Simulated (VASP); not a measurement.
Input:

```
CELL_PARAMETERS angstrom
      0.00000     2.15693     2.15693
      2.15693     0.00000     2.15693
      2.15693     2.15693     0.00000
ATOMIC_POSITIONS crystal
  Ti 0.00000 0.00000 0.00000
  N  0.50000 0.50000 0.50000
```

Level of theory: rev-vdW-DF2, VASP's PBE PAW potentials (set 64) (plane waves; VASP). Run with 520 eV cut-off, 15×15×15 Γ-centred mesh, first-order Methfessel-Paxton smearing of 0.10 eV, potentials Ti_sv N.

Task: Give the stress tensor in GPa (positive for a compressed cell).

Result: 
```
-14.81    0.00    0.00
  0.00  -14.81    0.00
  0.00    0.00  -14.81
```
The pressure is its mean diagonal, -14.81 GPa.

The compound is TiN in the rock salt structure. This cell is one point of a volume scan, at 1.06 of the reference volume. The electron count is odd and the run is not spin-polarised, which forces a metal.
